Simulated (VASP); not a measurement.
Here is the system:

```xyz
1
Lattice="0.0000 2.4445 2.4445 2.4445 0.0000 2.4445 2.4445 2.4445 0.0000" Properties=species:S:1:pos:R:3 pbc="T T T"
Pb     0.0000     0.0000     0.0000
```

Computed with LDA (Ceperley-Alder, Perdew-Zunger), VASP's LDA PAW potentials (set 64) (plane waves; VASP). Settings: 400 eV cut-off, 12×12×12 Γ-centred mesh, first-order Methfessel-Paxton smearing of 0.10 eV, potentials Pb_d.

Unless said otherwise, spin-orbit coupling is left out, though it shifts the bands of the heavy elements here.

### Question
Predict the energy per atom (σ→0), band gap (on the k-mesh) with the smallest direct gap where there is one.

### Answer

* **band gap (on the k-mesh)**: none (metal, semimetal or under 0.01 eV)
* **energy per atom (σ→0)**: -4.236 eV/atom

The absolute energy has meaning only against runs of the same code, potentials and settings.

The compound is Pb in the fcc structure. It was relaxed first. The start is the result of an earlier pass.
